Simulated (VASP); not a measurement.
An input for Quantum ESPRESSO's pw.x (written as the equivalent of a VASP run, and not itself run):

```
&CONTROL
  calculation = 'vc-relax'
  pseudo_dir = './pseudo'
  outdir = './out'
  tprnfor = .true.
  tstress = .true.
  nstep = 30
  forc_conv_thr = 0.00039
/
&SYSTEM
  ibrav = 0
  nat = 6
  ntyp = 2
  ecutwfc = 86
  occupations = 'smearing'
  smearing = 'gaussian'
  degauss = 0.003675
  input_dft = 'pbesol'
/
&ELECTRONS
  conv_thr = 7.3e-09
  electron_maxstep = 100
/
&IONS
/
&CELL
  cell_dofree = 'shape'
/
ATOMIC_SPECIES
  W 183.840 W.upf
  Se 78.971 Se.upf
CELL_PARAMETERS angstrom
     1.6694413   -2.8915569    0.0000000
     1.6694413    2.8915569    0.0000000
     0.0000000    0.0000000   13.4556890
ATOMIC_POSITIONS crystal
  W    0.3333330  0.6666670  0.2500000
  W    0.6666670  0.3333330  0.7500000
  Se   0.3333330  0.6666670  0.8770459
  Se   0.6666670  0.3333330  0.3770459
  Se   0.6666670  0.3333330  0.1229541
  Se   0.3333330  0.6666670  0.6229541
K_POINTS automatic
  8 8 2 0 0 0
```

Question: Write the VASP files for the same calculation (PBEsol).

Answer: Several could match; the one computed here: 
KPOINTS:
```
Automatic mesh
0
Gamma
8 8 2
```

**INCAR**
```
# general
SYSTEM =WSe2
PREC   =Accurate
ENCUT  =520   # plane-wave cut-off (eV)
LREAL  =.FALSE.   # projection in real space or not
LASPH  =.TRUE.

# electronic loop
EDIFF  =1E-7
NELM   =100   # most electronic steps
ALGO   =Normal   # blocked Davidson
LMAXMIX=6   # l cut-off of mixed one-centre charges

# smearing
ISMEAR =0
SIGMA  =0.05   # width (eV)

# functional
GGA    =PS   # PBEsol

# ions
IBRION =2   # conjugate gradients
NSW    =30   # most ionic steps
ISIF   =4
EDIFFG =-0.01   # ionic stop

# output
LWAVE  =.FALSE.
LCHARG =.FALSE.
```

POSCAR:
```
WSe2
1.0
  1.6694413170  -2.8915568521   0.0000000000
  1.6694413170   2.8915568521   0.0000000000
  0.0000000000   0.0000000000  13.4556889953
W Se
2 4
Cartesian
  1.6694413170   0.9638542117   3.3639222488
  1.6694413170  -0.9638542117  10.0917667465
  1.6694413170   0.9638542117  11.8012563429
  1.6694413170  -0.9638542117   5.0734118453
  1.6694413170  -0.9638542117   1.6544326524
  1.6694413170   0.9638542117   8.3822771500
```

POTCAR, in this order: W_sv Se (PBE.64 set). Program: vasp_std.

What does not carry over: the potentials are each code's own (VASP's PAW set, PseudoDojo norm-conserving files in pw.x), so ENCUT and ecutwfc are chosen apart and not converted; conv_thr bounds pw.x's estimated SCF error, while EDIFF bounds the energy change between steps; forc_conv_thr acts on force components and is met together with etot_conv_thr.

The compound is WSe2 in the 2H layered structure. This cell is one point of a volume scan, at 1.06 of the reference volume. Symmetry was kept, so distortions that lower it aren't found.
